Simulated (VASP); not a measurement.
Consider the following.

```
Cu
1.0
    0.00000     1.77700     1.77700
    1.77700     0.00000     1.77700
    1.77700     1.77700     0.00000
Cu
1
Direct
  0.00000   0.00000   0.00000
```

Level of theory: optB88-vdW, VASP's PBE PAW potentials (set 64) (plane waves; VASP). Numerical set-up: 520 eV cut-off, 17×17×17 Γ-centred mesh, first-order Methfessel-Paxton smearing of 0.10 eV, potentials Cu.

Question: Give the stress tensor in GPa (positive for a compressed cell).

Answer: 
```
9.82  0.00  0.00
0.00  9.82  0.00
0.00  0.00  9.82
```
The pressure is its mean diagonal, 9.82 GPa.

The compound is Cu in the fcc structure. This cell is one point of a volume scan, at 0.94 of the reference volume.
